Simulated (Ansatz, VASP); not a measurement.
Two plane-wave programs on PtWS3

INCAR

```
ALGO     = Normal         # electronic algorithm
EDIFF    = 1E-7           # SCF threshold, eV
ENCUT    = 520            # plane-wave cutoff, eV
GGA      = PE             # functional
ISIF     = 2              # what is computed and relaxed
ISMEAR   = 0              # smearing method
LASPH    = True           # aspherical terms in the spheres
LCHARG   = False          # write CHGCAR
LREAL    = False          # projectors in reciprocal space
LWAVE    = False          # write WAVECAR
NBANDS   = 53             # bands
NELM     = 60             # most SCF steps
PREC     = Accurate       # precision mode
SIGMA    = 0.1            # smearing width, eV
```

Contents of KPOINTS:

```
k-points
0
Gamma
  3 3 4
```

The input POSCAR:

```
PtWS3
1.0
    6.0118628100      0.0000000000      0.0000000000
   -3.0059314100      5.2064259200      0.0000000000
    0.0000000000      0.0000000000      6.8104144800
Pt W S
2 2 6
Direct
    0.0000000000      0.0000000000      0.2500000000
    0.0000000000      0.0000000000      0.7500000000
    0.6666666700      0.3333333300      0.2500000000
    0.3333333300      0.6666666700      0.7500000000
    0.5000000000      0.0000000000      0.0000000000
    0.0000000000      0.5000000000      0.0000000000
    0.5000000000      0.5000000000      0.0000000000
    0.0000000000      0.5000000000      0.5000000000
    0.5000000000      0.0000000000      0.5000000000
    0.5000000000      0.5000000000      0.5000000000
```

Input for Ansatz:

```yaml
crystal:
  lattice:
    - [6.01186281, 0.0, 0.0]
    - [-3.00593141, 5.20642592, 0.0]
    - [0.0, 0.0, 6.81041448]
  atoms:
    - { symbol: Pt, position: [0.0, 0.0, 0.25] }
    - { symbol: Pt, position: [0.0, 0.0, 0.75] }
    - { symbol: W, position: [0.66666667, 0.33333333, 0.25] }
    - { symbol: W, position: [0.33333333, 0.66666667, 0.75] }
    - { symbol: S, position: [0.5, 0.0, 0.0] }
    - { symbol: S, position: [0.0, 0.5, 0.0] }
    - { symbol: S, position: [0.5, 0.5, 0.0] }
    - { symbol: S, position: [0.0, 0.5, 0.5] }
    - { symbol: S, position: [0.5, 0.0, 0.5] }
    - { symbol: S, position: [0.5, 0.5, 0.5] }
basis:
  ecutwfc: 420
kpoints:
  mp_grid: { grid: [3, 3, 4] }
hamiltonian:
  xc: pbe
scf:
  occupations: { method: gaussian, width: 0.1 }
  lower_state_search: "off"
output:
  forces: true
  stress: true
  eigenvalues: true
```

Alike in both runs: task single point; functional PBE; k mesh 3 × 3 × 4; occupations gaussian, width 0.1 eV; no spin polarisation.

```csv
,VASP,Ansatz
version,VASP 6.6.1,Ansatz 0.2.0
potentials or method,"VASP PAW PBE potentials, release 64 (Pt, W_sv, S)","scalar-relativistic, plane waves, PAW"
plane-wave cutoff (eV),520,420
valence electrons in the cell,84,100
```

|  | VASP | Ansatz | Ansatz less VASP |
| --- | --- | --- | --- |
| gap on the k mesh at the Fermi level (eV) | none | none | - |
| pressure (GPa) | -10.7 | -10.7 | +0.02 |
| largest component of the traceless stress (GPa) | 3.85 | 3.85 | -0.002 |

A gap of «none» marks a metal or a gap that the smearing closes. The two sets of potentials don't hold the same shells in valence.

Caveats: the k mesh is coarse (spacing up to 0.40 Å⁻¹), so the values aren't converged. The runs have no spin-orbit coupling, so splittings on Pt, W are missing.
